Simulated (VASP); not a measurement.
Set up this calculation in VASP 6.6.1, as an ASE script.

- Task: relaxation of cell and atoms
- Functional: TPSS
- Potentials or basis: VASP PAW PBE potentials, release 64 (Be, Si)
- Cutoff: 600 eV
- k mesh: 9 × 9 × 9
- Occupations: gaussian, width 0.01 eV
- Spin: no spin polarisation
- Optimiser: BFGS
- Further INCAR settings: ALGO = Normal; EDIFF = 1.00e-07

The structure of BeSi lies in BeSi.xyz:

```xyz
2
Lattice="2.9658259100 0.0000000000 0.0000000000 0.0000000000 2.9658259100 0.0000000000 0.0000000000 0.0000000000 2.9658259100" Properties=species:S:1:pos:R:3 pbc="T T T"
Be     1.4829129550      1.4829129550      1.4829129550
Si     0.0000000000      0.0000000000      0.0000000000
```

The cell was built by a generator and needn't be a form met in nature.

One way to write it, as run:

run.py

```python
from ase.calculators.vasp import Vasp
from ase.filters import UnitCellFilter
from ase.io import read
from ase.optimize import BFGS

atoms = read('BeSi.xyz')
calc = Vasp(
    directory='calc',
    xc='tpss',
    pp='PBE',
    setups='recommended',
    prec='Accurate',
    encut=600,
    ediff=1e-07,
    ismear=0,
    sigma=0.01,
    lreal=False,
    lasph=True,
    nelm=80,
    algo='Normal',
    isif=2,
    lwave=False,
    lcharg=False,
    lmixtau=True,
    kpts=[9, 9, 9],
    gamma=True,
)
atoms.calc = calc
opt = BFGS(UnitCellFilter(atoms), trajectory='relax.traj')
converged = opt.run(fmax=0.01, steps=40)
print('converged:', converged)

print('energy (eV):', atoms.get_potential_energy())
print('free energy (eV):', atoms.get_potential_energy(force_consistent=True))
print('forces (eV/A):')
print(atoms.get_forces())
print('stress (eV/A^3, Voigt):', atoms.get_stress())
print('Fermi level (eV):', calc.get_fermi_level())
print('cell (A, degrees):', atoms.cell.cellpar())
print('volume (A^3):', atoms.get_volume())
print('scaled positions:')
print(atoms.get_scaled_positions())
```

Potentials or basis: VASP PAW PBE potentials, release 64 (Be, Si).

Launch:

```console
$ python run.py
```

Results of the run:

| Property | Result |
| --- | --- |
| Relaxed volume | 11.18 Å³/atom |
| Relaxed cell | a = 2.817 Å, b = 2.817 Å, c = 2.817 Å, α = 90.00°, β = 90.00°, γ = 90.00° |
| Space group after relaxing (to 0.05 Å) | Pm-3m (No. 221) |
| Energy gained by relaxing | 68.2 meV/atom |
| Ionic steps | 5 |
| Pressure after relaxing | 0.0 GPa |
| Band gap on the k mesh | none (metal or under the smearing width) |

Caveat: the PAW data sets were made with another functional, which shifts forces and pressure a little.

It took 4.1 min on 1 thread of AMD EPYC 7R43 64-Core Processor (Zen 3), on a shared host, peak memory 0.1 GiB.
